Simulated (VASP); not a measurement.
An input for Quantum ESPRESSO's pw.x (written as the equivalent of a VASP run, and not itself run):

```
&CONTROL
  calculation = 'scf'
  pseudo_dir = './pseudo'
  outdir = './out'
  tprnfor = .true.
  tstress = .true.
/
&SYSTEM
  ibrav = 0
  nat = 3
  ntyp = 2
  ecutwfc = 58
  occupations = 'smearing'
  smearing = 'fermi-dirac'
  degauss = 0.00735
  input_dft = 'pbe'
/
&ELECTRONS
  conv_thr = 7.3e-08
  electron_maxstep = 100
/
ATOMIC_SPECIES
  Ta 180.948 Ta.upf
  S 32.060 S.upf
CELL_PARAMETERS angstrom
     3.3828600    0.0000000    0.0000000
    -1.6914300    2.9296430    0.0000000
     0.0000000    0.0000000    6.1679800
ATOMIC_POSITIONS crystal
  Ta   0.0000000  0.0000000  0.0000000
  S    0.6666670  0.3333330  0.7542800
  S    0.3333330  0.6666670  0.2457200
K_POINTS automatic
  15 15 7 0 0 0
HUBBARD {ortho-atomic}
U Ta-5d 6
```

Q: Write the VASP files for the same calculation (PBE+U).

A: One answer among several that fit: 
File KPOINTS:
```
Automatic
0
gamma
15 15 7
```

POSCAR:
```
TaS2
1
    3.3828600000     0.0000000000     0.0000000000
   -1.6914300000     2.9296430000     0.0000000000
    0.0000000000     0.0000000000     6.1679800000
Ta S
1 2
Direct
  0.0000000000   0.0000000000   0.0000000000
  0.6666670000   0.3333330000   0.7542800000
  0.3333330000   0.6666670000   0.2457200000
```

INCAR:
```
# general
SYSTEM   = TaS2
PREC     = Accurate
ENCUT    = 300   # plane-wave cut-off (eV)
LREAL    = F
LASPH    = T   # aspherical one-centre terms

# electronic loop
EDIFF    = 1E-6   # SCF stop (eV)
NELM     = 100   # most electronic steps
ALGO     = Normal
LMAXMIX  = 6   # l cut-off of mixed one-centre charges

# smearing
ISMEAR   = -1   # Fermi-Dirac
SIGMA    = 0.1

# functional
GGA      = PE

# DFT+U
LDAU     = T
LDAUTYPE = 2   # Dudarev
LDAUL    = 2 -1
LDAUU    = 6.0 0
LDAUJ    = 0 0

# ions
ISIF     = 2   # forces and stress, cell fixed

# output
LWAVE    = F
LCHARG   = F
```

POTCAR, in this order: Ta_pv S (PBE.64 set). Program: vasp_std.

What does not carry over: the potentials are each code's own (VASP's PAW set, PseudoDojo norm-conserving files in pw.x), so ENCUT and ecutwfc are chosen apart and not converted; conv_thr bounds pw.x's estimated SCF error, while EDIFF bounds the energy change between steps; the +U projectors differ (PAW spheres against orthogonalised atomic orbitals), so the same U acts differently.

The structure comes from a computed database's TaS2 entry (P-3m1); how it stands against other phases isn't given here. The cell was not relaxed at this level. The run is one of a series of settings (LDAU = .TRUE., LDAUJ = 0 0, LDAUL = 2 -1, LDAUTYPE = 2, LDAUU = 6.0 0 against the base run), some of them coarse on purpose.
